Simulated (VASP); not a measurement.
Data:

```
TlY
1.0
    3.75100     0.00000     0.00000
    0.00000     3.75100     0.00000
    0.00000     0.00000     3.75100
Y Tl
1 1
Direct
  0.49971   0.49988   0.50102
  0.00029   0.00013   0.99898
```

Level of theory: PBEsol GGA, VASP's PBE PAW potentials (set 64) (plane waves; VASP 6.6.1). Run with 300 eV cut-off, 7×7×7 Γ-centred mesh, Gaussian smearing of 0.050 eV, potentials Y_sv Tl_d.

At this cut-off the stress carries a Pulay error, which pulls relaxed volumes low.

Q: Give the stress tensor in GPa (positive for a compressed cell).

A: 
```
-1.24   0.00   0.00
 0.00  -1.24   0.00
 0.00   0.00  -1.24
```
The pressure is its mean diagonal, -1.24 GPa.

The structure comes from a measured YTl entry of the Crystallography Open Database, whose conditions weren't checked. The cell was not relaxed at this level, atoms are displaced from their ideal sites.
